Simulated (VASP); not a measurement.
HfIn4SiO6:

```xyz
12
Lattice="2.7159 -4.7036 0.0083 2.7159 4.7036 0.0083 -1.8792 0.0000 7.4013" Properties=species:S:1:pos:R:3 pbc="T T T"
Hf    2.7159   -2.7125    0.0083
In    1.7763   -1.1453    3.7090
In    2.7159    0.4231    0.0083
In    1.7763    2.0313    3.7090
In    1.7763   -4.3098    3.7090
Si    2.7159    3.5589    0.0083
O    -1.1497    0.2444    6.4159
O     4.7022    0.2444    1.0021
O     1.9910   -1.2091    6.4253
O     1.5616   -1.2091    0.9927
O     1.8741    2.2355    0.9933
O     1.6785    2.2355    6.4246
```

The cell was built by a generator and needn't be a form met in nature.

```yaml
Program: VASP 6.6.1
Task: single point
Functional: PBE
Potentials_or_basis: VASP PAW PBE potentials, release 64 (Hf_pv, In_d, Si, O)
Cutoff: 520 eV
k_mesh: 6 × 6 × 4
Occupations: fermi-dirac, width 0.05 eV
Spin: no spin polarisation
```

On this cell: pressure -0.4 GPa; largest force 0.132 eV/Å; band gap on the k mesh none (metal or under the smearing width).

The same run follows on a disturbed copy (atoms moved at random, drawn with an rms of 0.05 Å):

```
CELL_PARAMETERS angstrom
2.71585 -4.70357 0.00833
2.71585 4.70357 0.00833
-1.87915 0.00000 7.40127
ATOMIC_POSITIONS crystal
Hf 0.79814 0.21049 0.00787
In 0.60814 0.38382 0.49927
In 0.45037 0.54161 0.99591
In 0.28386 0.71739 0.50237
In 0.95191 0.03805 0.49763
Si 0.11396 0.87178 0.00216
O 0.05514 0.10977 0.85882
O 0.87766 0.94005 0.13393
O 0.79611 0.54315 0.86007
O 0.46794 0.20229 0.12997
O 0.14642 0.62634 0.13966
O 0.36891 0.84690 0.86786
```

Problem. What changes?

Solution. The energy (extrapolated to zero smearing) moves by +14.2 meV/atom; pressure -0.8 GPa; largest force 1.374 eV/Å; band gap on the k mesh none (metal or under the smearing width).

Forces on the atoms (eV/Å):
```
Hf  -0.115  1.108 -0.805
In   0.073 -0.258  0.070
In  -0.076 -0.256 -0.412
In  -0.072  0.139  0.139
In   0.012  0.098  0.152
Si   0.615 -0.305 -0.854
O   -0.008  0.098  0.751
O    0.161 -0.817  0.130
O   -0.324 -0.221  0.808
O   -0.345  0.633  0.230
O    0.056  0.096 -0.347
O    0.025 -0.316  0.137
```

Stress tensor (GPa, compression positive):
```
-0.55  0.44  0.15
 0.44 -0.26  0.40
 0.15  0.40 -1.50
```
